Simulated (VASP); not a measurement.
Consider the following.

```
Sr
1.0
    0.00000     2.95634     2.95634
    2.95634     0.00000     2.95634
    2.95634     2.95634     0.00000
Sr
1
Direct
  0.00000   0.00000   0.00000
```

Calculation: r2SCAN meta-GGA, VASP's PBE PAW potentials (set 64) (plane waves; VASP 6.6.1). Numerical set-up: 480 eV cut-off, 10×10×10 Γ-centred mesh, first-order Methfessel-Paxton smearing of 0.10 eV, potentials Sr_sv.

### Question
Give the stress tensor in GPa (positive for a compressed cell).

### Answer

```
1.21  0.00  0.00
0.00  1.21  0.00
0.00  0.00  1.21
```
The pressure is its mean diagonal, 1.21 GPa.

The compound is Sr in the fcc structure. This cell was strained or had an atom moved on purpose.
